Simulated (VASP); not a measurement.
Consider the following.

```
MgS
1.0
    0.00000     2.55940     2.55940
    2.55940     0.00000     2.55940
    2.55940     2.55940     0.00000
Mg S
1 1
Direct
  0.00000   0.00000   0.00000
  0.50000   0.50000   0.50000
```

These are PBE GGA, VASP's PBE PAW potentials (set 64) (plane waves; VASP) values and carry that method's errors. Run with 480 eV cut-off, 8×8×8 Γ-centred mesh, Gaussian smearing of 0.050 eV, potentials Mg S.

Problem. Predict the energy per atom (σ→0), pressure.

Solution. 
```
Quantity                       Result
---------------------  --------------
energy per atom (σ→0)  -4.235 eV/atom
pressure                    51.0 kbar
```

Total energies compare only between runs with the same potentials, cut-off and functional.

The compound is MgS in the rock salt structure. This cell was strained or had an atom moved on purpose.
